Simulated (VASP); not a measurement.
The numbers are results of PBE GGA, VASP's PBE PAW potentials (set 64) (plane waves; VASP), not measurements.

The input files of a VASP run:

### INCAR
```
SYSTEM = Ga35GeN35
PREC = Normal; ENCUT = 400; LREAL = Auto
LASPH = T; ISYM = 0
EDIFF = 1E-6; NELM = 100; NELMIN = 4
ALGO = Fast; LMAXMIX = 4
ISMEAR = 0; SIGMA = 0.05
GGA = PE
ISPIN = 2; MAGMOM = 71*0.0282; NUPDOWN = 2
LWAVE = T; LCHARG = F; LORBIT = 11
LHYPERFINE = T
```

File KPOINTS:
```
Automatic mesh
0
Gamma
1 1 1
0 0 0
```

**POSCAR**
```
Ga35GeN35
9.7366360
  0.4999999890  -0.8660253723   0.0000000000
  0.4999999890   0.8660253723   0.0000000000
  0.0000000000   0.0000000000   1.0841818448
Ga N Ge
35 35 1
Direct
  0.2219452911   0.1107602219   0.2479030754
  0.1105191109   0.2216976067   0.9984516951
  0.2240182111   0.1125756992   0.7489615461
  0.1079918248   0.2210537840   0.4967458551
  0.2106580137   0.4382012960   0.2507221901
  0.1106794019   0.5554142767   0.9989501411
  0.2257647540   0.4463575687   0.7500753964
  0.1077585222   0.5539589481   0.4967419397
  0.2219166605   0.7776472607   0.2479266930
  0.1114123908   0.8889922761   0.9991851461
  0.2238754006   0.7780619873   0.7490509460
  0.1123221316   0.8895768873   0.4999172864
  0.5546767649   0.1104758862   0.2492162504
  0.4442303086   0.2220733205   0.9999017352
  0.5563339111   0.1114687953   0.7506832269
  0.4449634933   0.2226295818   0.5013816666
  0.5530915587   0.4443422177   0.2499382457
  0.4424246654   0.5544288553   0.0020109029
  0.5602434252   0.4446021087   0.7527563072
  0.5530462144   0.7749841493   0.2500390910
  0.4442261798   0.8887614993   0.9999680091
  0.5602107447   0.7821888286   0.7529517017
  0.4450271238   0.8889104404   0.5015121833
  0.8853448094   0.1083578636   0.2481372215
  0.7777208800   0.2221462982   0.9992718181
  0.8909698512   0.1134849041   0.7491508688
  0.7753066814   0.2209770108   0.5002235403
  0.8854616978   0.4433978740   0.2483228505
  0.7779192924   0.5557479362   0.0000391829
  0.8910240875   0.4442032090   0.7493871690
  0.7808322946   0.5592297364   0.5023593026
  0.8887188922   0.7775314663   0.2491623127
  0.7779637774   0.8888054178   0.0000763089
  0.8918804679   0.7793282083   0.7512427197
  0.7808162588   0.8882705725   0.5023956445
  0.2232219458   0.1143206954   0.4369812695
  0.1073448105   0.2181479642   0.1868059749
  0.2220456942   0.1115154342   0.9371506543
  0.1142664063   0.2260605291   0.6841615937
  0.1074486350   0.5554611522   0.1873478529
  0.2221525952   0.4443968507   0.9375916455
  0.1140566892   0.5549559036   0.6841632181
  0.2233237700   0.7757277446   0.4370682654
  0.1110163833   0.8887709906   0.1877524535
  0.2220122945   0.7770305159   0.9372429490
  0.1135604275   0.8901821370   0.6874211685
  0.5539262282   0.1102719212   0.4379866365
  0.4441845395   0.2225876648   0.1888045190
  0.5552718277   0.1110003669   0.9385637630
  0.4464186771   0.2237779463   0.6887248478
  0.5554299034   0.4489732969   0.4412713864
  0.4361146088   0.5511689616   0.1929527823
  0.5551666989   0.4449695452   0.9403071572
  0.4527313148   0.5596530404   0.6901629346
  0.5554214192   0.7731265213   0.4412699629
  0.4441830232   0.8879602582   0.1888567125
  0.5550833330   0.7766282197   0.9404840544
  0.4463225253   0.8891934595   0.6888315678
  0.8860287042   0.1097106392   0.4372093726
  0.7765997606   0.2214981058   0.1876869424
  0.8890093582   0.1110325709   0.9372513385
  0.7782766934   0.2225080049   0.6877753744
  0.8858271019   0.4428628706   0.4372605090
  0.7747456462   0.5550869932   0.1888424552
  0.8892224914   0.4445671623   0.9374669792
  0.7812636633   0.5569634274   0.6894280937
  0.8913536122   0.7789635305   0.4378468209
  0.7747727714   0.8860091969   0.1887350703
  0.8892726632   0.7779263913   0.9388659810
  0.7811748510   0.8909321991   0.6892856939
  0.4390458385   0.5527707953   0.5050298293
```

POTCAR, in this order: Ga N Ge (PBE.64 set). Program: vasp_gam. Read from the step before: WAVECAR.

Problem. What will the output report for the number of irreducible k-points (NKPTS), largest plane-wave count, FFT grid (NGX, NGY, NGZ)?

Solution. 
- number of irreducible k-points (NKPTS) = 1
- largest plane-wave count = 7908
- FFT grid (NGX, NGY, NGZ) = 48 × 48 × 54

The cell is a supercell with a defect, built from GaN (wurtzite): Ge_Ga-vac_N.
